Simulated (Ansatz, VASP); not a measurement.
# Cross-check of PtS2 between VASP and Ansatz, part 2 of 2

Wanted: the spread between two codes on one cell, functional and k mesh. The cell is taken from a series of runs on this material, whose earlier steps may have relaxed, scaled, displaced or heated it; both programs get it as it stands.

VASP 6.6.1 and Ansatz 0.2.0.

So far. Step 3 (VASP: single point, PBE, pair 1): The run ends at a pressure of -0.06 GPa, with forces up to 0.076 eV/Å.

### 6. VASP: single point, PBE, pair 2

Level of this step: PBE; plane waves and PAW (Pt, S) (VASP).

With cell and atoms fixed, the geometry can't cause a difference; cores, projectors, grids and the points listed under the comparison can.

Input file INCAR:

```
SYSTEM = PtS2
PREC = Accurate
ENCUT = 400
EDIFF = 1E-06
NELM = 120
ISMEAR = 1
SIGMA = 0.2
LREAL = .FALSE.
ALGO = Normal
GGA = PE
NBANDS = 42
LASPH = .TRUE.
LORBIT = 11
LWAVE = .FALSE.
LCHARG = .FALSE.
ISIF = 2
LDIPOL = .TRUE.
IDIPOL = 3
DIPOL = 0.5 0.5 0.333
LVHAR = .TRUE.
GGA_COMPAT = .FALSE.
NELMDL = -8
KPAR = 2
```

Input file POSCAR:

```
PtS2
1.0
    3.4867210453      0.0000000000      0.0000000000
    1.7433605226      9.0587670034      0.0000000000
    0.0000000000      0.0000000000     30.0000000000
Pt S
3 6
Direct
    0.8811615679      0.2376768641      0.3333333333
    0.2236804796      0.5526390406      0.3333333333
    0.5618246719      0.8763506561      0.3333333333
    0.4479906011      0.1040187977      0.3780096489
    0.7782768248      0.4434463502      0.3804472365
    0.1070659253      0.7858681492      0.3803153570
    0.4479906011      0.1040187977      0.2886570177
    0.7782768248      0.4434463502      0.2862194301
    0.1070659253      0.7858681492      0.2863513096
```

Input file KPOINTS:

```
Automatic mesh
0
Gamma
10 10 1
0 0 0
```

The projector-augmented-wave data sets are Pt and S (PBE family, release 64).

Started as:

```bash
$ mpirun -np 2 vasp_std
```

Numbers of over 12 decimals in the logs are rounded to 6 here.

Log:

```text
[... set-up lines as in an earlier step ...]
 entering main loop
       N       E                     dE             d eps       ncg     rms          rms(c)
DAV:   1     0.540395015250E+03    0.54040E+03   -0.18198E+04  2628   0.915E+02
DAV:   2     0.505155723974E+02   -0.48988E+03   -0.46657E+03  4160   0.195E+02
DAV:   3    -0.406023226582E+02   -0.91118E+02   -0.89544E+02  3214   0.944E+01
DAV:   4    -0.440250083221E+02   -0.34227E+01   -0.32930E+01  3434   0.210E+01
[...]
DAV:  26    -0.409555520876E+02   -0.18886E-05   -0.86880E-08  1916   0.646E-04    0.212E-04
DAV:  27    -0.409555532141E+02   -0.11265E-05   -0.47047E-08  1740   0.445E-04    0.952E-05
DAV:  28    -0.409555535233E+02   -0.30916E-06   -0.22621E-08  1734   0.312E-04
   1 F= -.40955554E+02 E0= -.40955582E+02  d E =0.844234E-04
```

OUTCAR, selected parts (step 6):

```text
  Total       -0.0930878      0.0909135      0.0984006     -0.0000000      0.0000000      0.0000000
  in kB       -0.1573967      0.1537203      0.1663799     -0.0000000      0.0000000      0.0000000
  external PRESSURE =       0.0542345 kB  Pullay stress =       0.0000000 kB

 POSITION                                       TOTAL-FORCE (eV/Angst)
 -----------------------------------------------------------------------------------
      3.48672      2.15306     10.00000         0.000000     -0.606901      0.000000
      1.74336      5.00623     10.00000         0.000000     -0.201485      0.000000
      3.48672      7.93866     10.00000        -0.000000      0.219707      0.000000
      1.74336      0.94228     11.34029        -0.000000      0.051847     -0.064367
      3.48672      4.01708     11.41342        -0.000000      0.332201      0.030020
      1.74336      7.11900     11.40946         0.000000     -0.089708      0.094999
      1.74336      0.94228      8.65971        -0.000000      0.051847      0.064367
      3.48672      4.01708      8.58658        -0.000000      0.332201     -0.030020
      1.74336      7.11900      8.59054         0.000000     -0.089708     -0.094999
 -----------------------------------------------------------------------------------
    total drift:                                0.000007     -0.000838      0.000125

  FREE ENERGIE OF THE ION-ELECTRON SYSTEM (eV)
  ---------------------------------------------------
  free  energy   TOTEN  =       -40.9555535233 eV

  energy  without entropy=      -40.9556379466  energy(sigma->0) =      -40.95558166

[... 2 parts as in an earlier step ...]

[... 1 further part left out ...]
[key lines of the parts left out:]
E-fermi :  -3.0351
```

The run ends at a pressure of 0.01 GPa, with forces up to 0.61 eV/Å.

### 7. Ansatz: single point, PBE, pair 2

The same cell, functional, mesh and smearing now go to Ansatz, which takes its cutoff from its data sets.

The cell is taken from a series of runs on this material, whose earlier steps may have relaxed, scaled, displaced or heated it; both programs get it as it stands.

Input file input.yaml:

```yaml
crystal:
  lattice:
    - [3.4867210453, 0.0, 0.0]
    - [1.7433605226, 9.0587670034, 0.0]
    - [0.0, 0.0, 30.0]
  atoms:
    - { symbol: Pt, position: [0.8811615679, 0.2376768641, 0.3333333333] }
    - { symbol: Pt, position: [0.2236804797, 0.5526390406, 0.3333333333] }
    - { symbol: Pt, position: [0.5618246719, 0.8763506561, 0.3333333333] }
    - { symbol: S, position: [0.4479906011, 0.1040187977, 0.3780096489] }
    - { symbol: S, position: [0.7782768249, 0.4434463502, 0.3804472365] }
    - { symbol: S, position: [0.1070659254, 0.7858681492, 0.380315357] }
    - { symbol: S, position: [0.4479906011, 0.1040187977, 0.2886570177] }
    - { symbol: S, position: [0.7782768249, 0.4434463502, 0.2862194301] }
    - { symbol: S, position: [0.1070659254, 0.7858681492, 0.2863513096] }
  periodic: [true, true, false]
kpoints:
  mp_grid: { grid: [10, 10, 1] }
hamiltonian:
  xc: pbe
  pseudopotentials: { kind: paw, azcp: { folder: soft_1 } }
scf:
  occupations: { method: methfessel_paxton, width: 0.2 }
output:
  forces: true
  stress: true
  eigenvalues: true
  write_density: true
  write_potential: true
  elf: true
  volumetric_format: npy
```

Started as:

```bash
$ ansatz run input.yaml --threads 4 --pin off --max-ram 16384MiB --backend cpu --events-out ev --progress --plain --runs-dir out
```

Log:

```text
[...]
Crystal: 9 atoms, lattice volume = 947.562 Å³
Basis set: ecut = 420 eV, 18551 PW (Γ), exchange–correlation on 48×128×432 points (8 copies of the dense FFT grid, shifted against one another)
Bands: 54, of which v1, the nominal top of the filled ones, is band 45 counted from 1 (44 counted from 0)
Symmetry: 4 space group operations
[...]
k-point 1: bands = [... 41 lower, -5.9081, -5.8897, -5.1246, -4.9933, -4.7839, -4.5519, -4.5270, -4.2802, ... 5 higher]
  k-point 2: bands = [... 41 lower, -5.7959, -5.7101, -5.2622, -4.9662, -4.8484, -4.6439, -4.6122, -4.1988, ... 5 higher]
  k-point 30: bands = [... 41 lower, -7.1394, -6.6666, -6.1082, -5.8214, -4.8674, -4.4096, -4.1273, -3.9595, ... 5 higher]
  ° read free of the cell's end (the report's vacuum.weakly_bound_levels)
[key lines of the parts left out:]
SCF converged after 10 iterations
Free energy (F): -42984.422956 eV
Fermi energy:    -5.168436 eV
P = ½ c Tr σ = 0.1873 N/m
```

### 8. Side by side

What differs besides the data sets and the points named for the pairs above, as far as they apply: the data sets hold 90 valence electrons in Ansatz (on its PAW soft_1 files) and 66 in VASP. Total energies have different zeros and are not compared.

Forces (eV/Å; atoms numbered as in POSCAR):

```
atom         Ansatz x, y, z           VASP x, y, z
 Pt1   0.000, -0.612, 0.000   0.000, -0.607, 0.000
 Pt2   0.000, -0.197, 0.000   0.000, -0.201, 0.000
 Pt3    0.000, 0.220, 0.000    0.000, 0.220, 0.000
  S4   0.000, 0.053, -0.023   0.000, 0.052, -0.064
  S5    0.000, 0.338, 0.069    0.000, 0.332, 0.030
  S6   0.000, -0.097, 0.138   0.000, -0.090, 0.095
  S7    0.000, 0.053, 0.023    0.000, 0.052, 0.064
  S8   0.000, 0.338, -0.069   0.000, 0.332, -0.030
  S9  0.000, -0.097, -0.138  0.000, -0.090, -0.095
```

The forces differ by 20 meV/Å r.m.s., which is 11.9 % of the r.m.s. force of 0.164 eV/Å (both taken over all components). With vacuum in the cell, a pressure given here is an average over mostly empty space and none of the material.

### 9. Ansatz: single point, PBE, pair 3

With cell and atoms fixed, the geometry can't cause a difference; cores, projectors, grids and the points listed under the comparison can.

The cell is taken from a series of runs on this material, whose earlier steps may have relaxed, scaled, displaced or heated it; both programs get it as it stands.

Input file input.yaml:

```yaml
crystal:
  lattice:
    - [3.4867210453, 0.0, 0.0]
    - [1.7433605226, 9.0587670034, 0.0]
    - [0.0, 0.0, 30.0]
  atoms:
    - { symbol: Pt, position: [0.876745956, 0.246508088, 0.3333333333] }
    - { symbol: Pt, position: [0.2245137697, 0.5509724607, 0.3333333333] }
    - { symbol: Pt, position: [0.5654070242, 0.8691859517, 0.3333333333] }
    - { symbol: S, position: [0.4500169764, 0.0999660472, 0.37710617] }
    - { symbol: S, position: [0.7785619947, 0.4428760106, 0.3809366648] }
    - { symbol: S, position: [0.1047543907, 0.7904912186, 0.3807294255] }
    - { symbol: S, position: [0.4500169764, 0.0999660472, 0.2895604967] }
    - { symbol: S, position: [0.7785619947, 0.4428760106, 0.2857300019] }
    - { symbol: S, position: [0.1047543907, 0.7904912186, 0.2859372411] }
  periodic: [true, true, false]
kpoints:
  mp_grid: { grid: [10, 10, 1] }
hamiltonian:
  xc: pbe
  pseudopotentials: { kind: paw, azcp: { folder: soft_1 } }
scf:
  occupations: { method: methfessel_paxton, width: 0.2 }
output:
  forces: true
  stress: true
  eigenvalues: true
```

Log:

```text
[...]
Crystal: 9 atoms, lattice volume = 947.562 Å³
Basis set: ecut = 420 eV, 18551 PW (Γ), exchange–correlation on 48×128×432 points (8 copies of the dense FFT grid, shifted against one another)
Bands: 54, of which v1, the nominal top of the filled ones, is band 45 counted from 1 (44 counted from 0)
Symmetry: 4 space group operations
[...]
k-point 1: bands = [... 41 lower, -5.8745, -5.7440, -5.2112, -5.1074, -4.7571, -4.5870, -4.4994, -4.0469, ... 5 higher]
  k-point 2: bands = [... 41 lower, -5.7391, -5.6807, -5.3428, -5.0897, -4.7859, -4.6363, -4.6084, -4.0722, ... 5 higher]
  k-point 30: bands = [... 41 lower, -6.9616, -6.6418, -5.9412, -5.6968, -4.9675, -4.4740, -4.1204, -4.0217, ... 5 higher]
  ° read free of the cell's end (the report's vacuum.weakly_bound_levels)
[key lines of the parts left out:]
SCF converged after 11 iterations
Free energy (F): -42984.291082 eV
Fermi energy:    -5.166083 eV
P = ½ c Tr σ = 0.6245 N/m
```

### 10. VASP: single point, PBE, pair 3

The same cell, functional, mesh and smearing now go to VASP, with its own data sets.

INCAR is that of step 6.

Input file POSCAR:

```
PtS2
1.0
    3.4867210453      0.0000000000      0.0000000000
    1.7433605226      9.0587670034      0.0000000000
    0.0000000000      0.0000000000     30.0000000000
Pt S
3 6
Direct
    0.8767459560      0.2465080880      0.3333333333
    0.2245137696      0.5509724607      0.3333333333
    0.5654070242      0.8691859517      0.3333333333
    0.4500169764      0.0999660472      0.3771061699
    0.7785619947      0.4428760106      0.3809366647
    0.1047543907      0.7904912186      0.3807294255
    0.4500169764      0.0999660472      0.2895604966
    0.7785619947      0.4428760106      0.2857300018
    0.1047543907      0.7904912186      0.2859372411
```

KPOINTS is that of step 6.

Started as:

```bash
$ mpirun -np 2 vasp_std
```

Log:

```text
[... set-up lines as in an earlier step ...]
 entering main loop
       N       E                     dE             d eps       ncg     rms          rms(c)
DAV:   1     0.541237082244E+03    0.54124E+03   -0.18200E+04  2628   0.915E+02
DAV:   2     0.508082844803E+02   -0.49043E+03   -0.46734E+03  4168   0.195E+02
DAV:   3    -0.404982152732E+02   -0.91306E+02   -0.89672E+02  3226   0.946E+01
DAV:   4    -0.439009849361E+02   -0.34028E+01   -0.32756E+01  3428   0.210E+01
[...]
DAV:  26    -0.408255963945E+02   -0.18752E-05   -0.77865E-08  1972   0.727E-04    0.296E-04
DAV:  27    -0.408255976706E+02   -0.12761E-05   -0.54916E-08  1772   0.507E-04    0.114E-04
DAV:  28    -0.408255984522E+02   -0.78156E-06   -0.34444E-08  1780   0.392E-04
   1 F= -.40825598E+02 E0= -.40828308E+02  d E =0.812909E-02
```

From OUTCAR (step 10):

```text
  Total        0.5393379      1.1917489      0.6446746     -0.0000000      0.0000000      0.0000000
  in kB        0.9119351      2.0150591      1.0900429     -0.0000000      0.0000000      0.0000000
  external PRESSURE =       1.3390124 kB  Pullay stress =       0.0000000 kB

 POSITION                                       TOTAL-FORCE (eV/Angst)
 -----------------------------------------------------------------------------------
      3.48672      2.23306     10.00000         0.000000     -1.686797      0.000000
      1.74336      4.99113     10.00000         0.000000     -0.238131      0.000000
      3.48672      7.87375     10.00000        -0.000000      0.748826      0.000000
      1.74336      0.90557     11.31319        -0.000000      0.107985     -0.164497
      3.48672      4.01191     11.42810        -0.000000      0.749011      0.142081
      1.74336      7.16088     11.42188         0.000000     -0.268945      0.263687
      1.74336      0.90557      8.68681        -0.000000      0.107985      0.164497
      3.48672      4.01191      8.57190        -0.000000      0.749011     -0.142081
      1.74336      7.16088      8.57812         0.000000     -0.268945     -0.263687
 -----------------------------------------------------------------------------------
    total drift:                                0.000002      0.000157      0.000036

  FREE ENERGIE OF THE ION-ELECTRON SYSTEM (eV)
  ---------------------------------------------------
  free  energy   TOTEN  =       -40.8255984522 eV

  energy  without entropy=      -40.8337275422  energy(sigma->0) =      -40.82830815

[... 2 parts as in an earlier step ...]

[... 1 further part left out ...]
[key lines of the parts left out:]
E-fermi :  -3.0371
```

The run ends at a pressure of 0.13 GPa, with forces up to 1.7 eV/Å.

### 11. Side by side

What differs besides the data sets and the points named for the pairs above, as far as they apply: the data sets hold 90 valence electrons in Ansatz (on its PAW soft_1 files) and 66 in VASP. Total energies have different zeros and are not compared.

Forces (eV/Å; atoms numbered as in POSCAR):

```
atom         Ansatz x, y, z           VASP x, y, z
 Pt1   0.000, -1.697, 0.000   0.000, -1.687, 0.000
 Pt2   0.000, -0.232, 0.000   0.000, -0.238, 0.000
 Pt3    0.000, 0.750, 0.000    0.000, 0.749, 0.000
  S4   0.000, 0.112, -0.121   0.000, 0.108, -0.164
  S5    0.000, 0.757, 0.180    0.000, 0.749, 0.142
  S6   0.000, -0.279, 0.308   0.000, -0.269, 0.264
  S7    0.000, 0.112, 0.121    0.000, 0.108, 0.164
  S8   0.000, 0.757, -0.180   0.000, 0.749, -0.142
  S9  0.000, -0.279, -0.308  0.000, -0.269, -0.264
```

The forces differ by 20 meV/Å r.m.s., which is 4.8 % of the r.m.s. force of 0.430 eV/Å (both taken over all components). With vacuum in the cell, a pressure given here is an average over mostly empty space and none of the material.

### 12. Outcome

| Property | Result |
| --- | --- |
| r.m.s. force difference (single point, PBE, pair 1) | 19 meV/Å |
| r.m.s. force difference (single point, PBE, pair 2) | 20 meV/Å |
| r.m.s. force difference (single point, PBE, pair 3) | 4.8 % of the r.m.s. force |

The r.m.s. force difference is 20 meV/Å (single point, PBE, pair 2), beyond the 12 meV/Å picked in this series as the mark of a large difference. The data sets hold unlike numbers of valence electrons (90 in Ansatz and 66 in VASP), so part of the differences comes from the potentials. Single point, PBE, pair 1, VASP with the data sets Pt_sv_GW and S and a cutoff of 430 eV: r.m.s. force difference goes from 19 to 7.9 meV/Å. What causes the difference of the single point, PBE, pair 2 pair stays open here. What causes the difference of the single point, PBE, pair 3 pair stays open here. 1 further run of this series is not shown here. Such differences can come from data sets, numerical settings and the points named under the comparisons, not from the functional's error against experiment.

[Lines on the potential files, build, host, timing and source positions are cut from VASP's logs without a mark.]

[Logs are printed without paths, hosts, clocks, repeated set-up lines and the standing remarks that a program may print on its own settings, such as how far it seeks lower states.]

[Hosts, paths, dates, database ids (printed as entryN), source tags and the programs' standing remarks are cut or masked in the printed files.]
